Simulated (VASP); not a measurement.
Output of a VASP run:

File OSZICAR:
```
...
       N       E                     dE             d eps       ncg     rms          rms(c)
DAV:   1    -0.326063621143E+03   -0.66626E-03   -0.67268E-02   352   0.488E-01    0.115E-01
RMM:   2    -0.326063959207E+03   -0.33806E-03   -0.39340E-03   320   0.132E-01    0.510E-02
RMM:   3    -0.326064023462E+03   -0.64255E-04   -0.75596E-04   329   0.613E-02    0.297E-02
RMM:   4    -0.326064028931E+03   -0.54689E-05   -0.14875E-04   336   0.272E-02    0.233E-02
RMM:   5    -0.326064024575E+03    0.43558E-05   -0.34491E-05   217   0.126E-02
   9 F= -.32606402E+03 E0= -.32603540E+03  d E =-.119986E-01
       N       E                     dE             d eps       ncg     rms          rms(c)
DAV:   1    -0.326067006632E+03   -0.29777E-02   -0.15759E-01   328   0.757E-01    0.172E-01
RMM:   2    -0.326067643780E+03   -0.63715E-03   -0.77228E-03   320   0.192E-01    0.757E-02
RMM:   3    -0.326067778132E+03   -0.13435E-03   -0.15791E-03   331   0.900E-02    0.438E-02
RMM:   4    -0.326067792564E+03   -0.14431E-04   -0.29929E-04   341   0.400E-02    0.342E-02
RMM:   5    -0.326067785049E+03    0.75146E-05   -0.73883E-05   312   0.192E-02
  10 F= -.32606779E+03 E0= -.32603928E+03  d E =-.376047E-02
       N       E                     dE             d eps       ncg     rms          rms(c)
DAV:   1    -0.326067984575E+03   -0.19201E-03   -0.21084E-02   368   0.277E-01    0.632E-02
RMM:   2    -0.326068069849E+03   -0.85274E-04   -0.10486E-03   320   0.710E-02    0.284E-02
RMM:   3    -0.326068090154E+03   -0.20306E-04   -0.23010E-04   331   0.338E-02    0.166E-02
RMM:   4    -0.326068092312E+03   -0.21573E-05   -0.41571E-05   238   0.151E-02
  11 F= -.32606809E+03 E0= -.32603962E+03  d E =-.406774E-02
       N       E                     dE             d eps       ncg     rms          rms(c)
DAV:   1    -0.326069589340E+03   -0.14992E-02   -0.94141E-02   344   0.584E-01    0.131E-01
RMM:   2    -0.326069966934E+03   -0.37759E-03   -0.45048E-03   320   0.145E-01    0.571E-02
RMM:   3    -0.326070051689E+03   -0.84755E-04   -0.99181E-04   331   0.680E-02    0.353E-02
RMM:   4    -0.326070055880E+03   -0.41910E-05   -0.17158E-04   338   0.301E-02    0.265E-02
RMM:   5    -0.326070052697E+03    0.31827E-05   -0.38572E-05   235   0.143E-02
  12 F= -.32607005E+03 E0= -.32604160E+03  d E =-.196039E-02
       N       E                     dE             d eps       ncg     rms          rms(c)
DAV:   1    -0.326070114254E+03   -0.58374E-04   -0.85351E-03   360   0.176E-01    0.400E-02
RMM:   2    -0.326070149167E+03   -0.34914E-04   -0.41790E-04   320   0.442E-02    0.174E-02
RMM:   3    -0.326070157468E+03   -0.83006E-05   -0.94159E-05   307   0.212E-02    0.109E-02
RMM:   4    -0.326070158043E+03   -0.57490E-06   -0.17976E-05   199   0.959E-03
  13 F= -.32607016E+03 E0= -.32604171E+03  d E =-.206573E-02
       N       E                     dE             d eps       ncg     rms          rms(c)
DAV:   1    -0.326070881970E+03   -0.72450E-03   -0.55736E-02   344   0.450E-01    0.106E-01
RMM:   2    -0.326071086800E+03   -0.20483E-03   -0.26429E-03   320   0.114E-01    0.451E-02
RMM:   3    -0.326071121978E+03   -0.35178E-04   -0.52601E-04   326   0.524E-02    0.279E-02
RMM:   4    -0.326071123467E+03   -0.14885E-05   -0.10692E-04   327   0.239E-02    0.200E-02
RMM:   5    -0.326071122392E+03    0.10742E-05   -0.24095E-05   203   0.115E-02
  14 F= -.32607112E+03 E0= -.32604270E+03  d E =-.964349E-03
```

File OUTCAR:
```
------------------------ aborting loop because EDIFF is reached ----------------------------------------
  FORCE on cell =-STRESS in cart. coord.  units (eV):
  Direction    XX          YY          ZZ          XY          YZ          ZX
  --------------------------------------------------------------------------------------
  Total       10.6617147     10.7476004     10.6248952     -4.2297178      4.1434174     -4.2420311
  in kB       13.0567205     13.1618992     13.0116300     -5.1798649      5.0741784     -5.1949443
  external PRESSURE =      13.0767499 kB  Pullay stress =       0.0000000 kB
  volume of cell :     1308.29
      direct lattice vectors                 reciprocal lattice vectors
    10.937074700  0.000000000  0.000000000     0.091432127  0.000000000  0.000000000
     0.000000000 10.937074700  0.000000000     0.000000000  0.091432127  0.000000000
     0.000000000  0.000000000 10.937074700     0.000000000  0.000000000  0.091432127
 POSITION                                       TOTAL-FORCE (eV/Angst)
 -----------------------------------------------------------------------------------
      5.48509     10.92060     10.92189        -0.001948      0.001665      0.006460
      6.82782      1.36779      1.36903         0.010125     -0.009673     -0.009317
      8.20199      2.73496      0.00533         0.000175     -0.001820      0.006390
      9.56652      4.11051      1.37007         0.011459     -0.014351     -0.011143
      8.20349      0.00238      2.73378         0.000102      0.014028     -0.001835
      9.56952      1.36628      4.10916         0.010026     -0.011234     -0.010931
      0.00906     10.92703     10.92835        -0.004033      0.007317     -0.001107
      1.36322      1.37037      1.37022         0.005210      0.005618      0.005184
      2.74646      2.74072      0.01782         0.007024     -0.003048     -0.003260
      4.12686      4.11074      1.40315         0.002431     -0.000033     -0.004251
      5.47361      5.46197      0.00646        -0.000256      0.001074      0.003726
      6.82180      6.81341      1.40150         0.011893     -0.016599     -0.004285
      8.19563      8.18910      0.01581        -0.000155     -0.007617      0.005174
      9.56774      9.56993      1.36869        -0.005295     -0.004570      0.008506
      2.74511      0.01753      2.74187         0.008240      0.001262      0.002061
      4.12441      1.40002      4.11614         0.007832     -0.001421     -0.010932
      5.51769      2.73815      2.74303         0.016556     -0.002764      0.002389
      8.19089      5.41801      2.74273         0.001366     -0.007436     -0.001739
      9.53301      6.81044      4.11362         0.006752     -0.008313     -0.003825
      5.47288      0.00335      5.46401         0.001921     -0.000468     -0.000991
      6.82148      1.40132      6.81049         0.010511     -0.000153     -0.006833
      8.19288      2.73861      5.41386        -0.002148     -0.001234     -0.008925
      9.53215      4.11015      6.80781         0.003132      0.001032     -0.003906
      8.19440      0.01800      8.19016         0.003670      0.003764     -0.006871
      9.56623      1.36980      9.57370        -0.005340      0.003962     -0.005294
      0.01523      5.45119     10.92248         0.001594      0.005477      0.001460
      1.35696      6.82832      1.37839        -0.003387     -0.000849     -0.008539
      2.73061      8.20664      0.01600        -0.010604      0.004263     -0.000760
      4.10684      9.58164      1.37909         0.004641     -0.004386     -0.009738
     10.93145      2.73473      2.73471        -0.004749      0.001502      0.001747
      1.35908      4.10237      4.10281        -0.008449      0.003630      0.005613
      2.74311      5.47013      2.75727        -0.006885      0.000535      0.004688
      4.10436      6.83263      4.13978        -0.004437      0.000766     -0.000518
      5.46505      8.19563      2.75769        -0.001367      0.005099      0.002981
      6.83453      9.57752      4.10258        -0.008961      0.009848      0.008575
      0.01665     10.92012      5.45333        -0.001769      0.000283     -0.003316
      1.35521      1.37897      6.82950        -0.000062     -0.009729      0.001082
      2.74150      2.75702      5.47213        -0.008554      0.008715     -0.003158
      4.10131      4.13883      6.83590         0.002541      0.002206     -0.004166
      6.79774      6.83579      6.83604        -0.006296     -0.001792     -0.002817
      8.17947      8.19572      5.47162        -0.004079      0.000404     -0.001195
      9.55827      9.58121      6.82947         0.005418      0.000387      0.001319
      2.73033      0.01599      8.20631        -0.007709     -0.001689      0.008930
      4.10830      1.37765      9.58191        -0.003957     -0.009968      0.000192
      5.46500      2.75693      8.19526         0.004343      0.003984      0.008100
      6.83415      4.10243      9.57806        -0.006822      0.005127      0.007306
      8.17954      5.47043      8.19429         0.001239     -0.006282      0.003833
      9.55914      6.82770      9.58048         0.009964     -0.003013      0.000440
     10.91925      8.18793      2.74163        -0.001006     -0.003865     -0.002747
      1.37774      9.55697      4.09707        -0.006415      0.002635     -0.006817
     10.92985      5.46156      5.46289        -0.003910      0.001421     -0.003410
      1.34635      6.83916      6.83961        -0.012552      0.005224      0.006333
      2.73222      8.20154      5.48489         0.002830      0.003135      0.006075
      4.09551      9.58647      6.84088        -0.007090      0.016188      0.001496
     10.91712      2.74149      8.18966         0.004955     -0.004506     -0.001256
      1.37650      4.09619      9.55969        -0.003595     -0.008140     -0.000612
...
```
(Selected blocks of OUTCAR.)

### POSCAR
```
AsSi62
1
   10.9370747000     0.0000000000     0.0000000000
    0.0000000000    10.9370747000     0.0000000000
   -0.0000000000    -0.0000000000    10.9370747000
Si As
62 1
Direct
  0.5000000000   0.0000000000   0.0000000000
  0.6250000000   0.1250000000   0.1250000000
  0.7500000000   0.2500000000   0.0000000000
  0.8750000000   0.3750000000   0.1250000000
  0.7500000000   0.0000000000   0.2500000000
  0.8750000000   0.1250000000   0.3750000000
  0.0000000000   0.0000000000   0.0000000000
  0.1250000000   0.1250000000   0.1250000000
  0.2500000000   0.2500000000   0.0000000000
  0.3750000000   0.3750000000   0.1250000000
  0.5000000000   0.5000000000   0.0000000000
  0.6250000000   0.6250000000   0.1250000000
  0.7500000000   0.7500000000   0.0000000000
  0.8750000000   0.8750000000   0.1250000000
  0.2500000000   0.0000000000   0.2500000000
  0.3750000000   0.1250000000   0.3750000000
  0.4982160000   0.2466550000   0.2508810000
  0.7468930000   0.5027830000   0.2500010000
  0.8750000000   0.6250000000   0.3750000000
  0.5000000000   0.0000000000   0.5000000000
  0.6250000000   0.1250000000   0.6250000000
  0.7490510000   0.2455570000   0.4997090000
  0.8750000000   0.3750000000   0.6250000000
  0.7500000000   0.0000000000   0.7500000000
  0.8750000000   0.1250000000   0.8750000000
  0.0000000000   0.5000000000   0.0000000000
  0.1250000000   0.6250000000   0.1250000000
  0.2500000000   0.7500000000   0.0000000000
  0.3750000000   0.8750000000   0.1250000000
  0.0000000000   0.2500000000   0.2500000000
  0.1250000000   0.3750000000   0.3750000000
  0.2500000000   0.5000000000   0.2500000000
  0.3750000000   0.6250000000   0.3750000000
  0.5000000000   0.7500000000   0.2500000000
  0.6250000000   0.8750000000   0.3750000000
  0.0000000000   0.0000000000   0.5000000000
  0.1250000000   0.1250000000   0.6250000000
  0.2500000000   0.2500000000   0.5000000000
  0.3750000000   0.3750000000   0.6250000000
  0.6250000000   0.6250000000   0.6250000000
  0.7500000000   0.7500000000   0.5000000000
  0.8750000000   0.8750000000   0.6250000000
  0.2500000000   0.0000000000   0.7500000000
  0.3750000000   0.1250000000   0.8750000000
  0.5000000000   0.2500000000   0.7500000000
  0.6250000000   0.3750000000   0.8750000000
  0.7500000000   0.5000000000   0.7500000000
  0.8750000000   0.6250000000   0.8750000000
  0.0000000000   0.7500000000   0.2500000000
  0.1250000000   0.8750000000   0.3750000000
  0.0000000000   0.5000000000   0.5000000000
  0.1250000000   0.6250000000   0.6250000000
  0.2500000000   0.7500000000   0.5000000000
  0.3750000000   0.8750000000   0.6250000000
  0.0000000000   0.2500000000   0.7500000000
  0.1250000000   0.3750000000   0.8750000000
  0.2500000000   0.5000000000   0.7500000000
  0.3750000000   0.6250000000   0.8750000000
  0.5000000000   0.7500000000   0.7500000000
  0.6250000000   0.8750000000   0.8750000000
  0.0000000000   0.7500000000   0.7500000000
  0.1250000000   0.8750000000   0.8750000000
  0.5023500000   0.5001580000   0.5004850000
```

### Question
Reconstruct the remaining input files.

### Answer
Several could match; the one computed here: the input of the run itself, PBE GGA, plane waves, VASP's PBE PAW potentials (set 64).

KPOINTS:
```
Automatic mesh
0
Gamma
 1 1 1
```

### INCAR
```
SYSTEM = AsSi62
PREC = Normal; ENCUT = 400; LREAL = Auto
LASPH = .TRUE.; ISYM = 0; NELECT = 254.0
EDIFF = 1E-5; NELM = 100; NELMIN = 4
ALGO = Fast; LMAXMIX = 4
ISMEAR = 0; SIGMA = 0.05
GGA = PE
IBRION = 2; NSW = 70; ISIF = 2
EDIFFG = -0.03
LWAVE = .TRUE.; LCHARG = .FALSE.
```

POTCAR, in this order: Si As (PBE.64 set). Program: vasp_gam.

The cell is charged, with a uniform compensating background. The supercell is sampled at Γ alone, which is coarse: total energies, pressure and levels can be off, energies of defects by several tenths of an eV.

The cell is a supercell with a defect, built from Si (diamond): As_Si-vac_Si, charge -1. The run is not spin-polarised, so no state with unpaired spins was tried.
